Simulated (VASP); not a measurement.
All values below come from LDA (Ceperley-Alder, Perdew-Zunger), VASP's LDA PAW potentials (set 64) (plane waves; VASP).

Gaps are without spin-orbit coupling.

| Item | Value |
|---|---|
| volume per atom | 9.05 Å³/atom |
| band gap (over mesh and band path) | 2.49 eV |
| smallest direct gap (over mesh and band path) | 3.77 eV |

### Question
Which relaxed crystal gives these values?
A) BN, P6_3/mmc (194)
B) Zn3CdO4, P3m1 (156)
C) SiC, F-43m (216)
D) Mg3ZnO4, Pm-3m (221)

### Answer
D, Mg3ZnO4, Pm-3m (221)
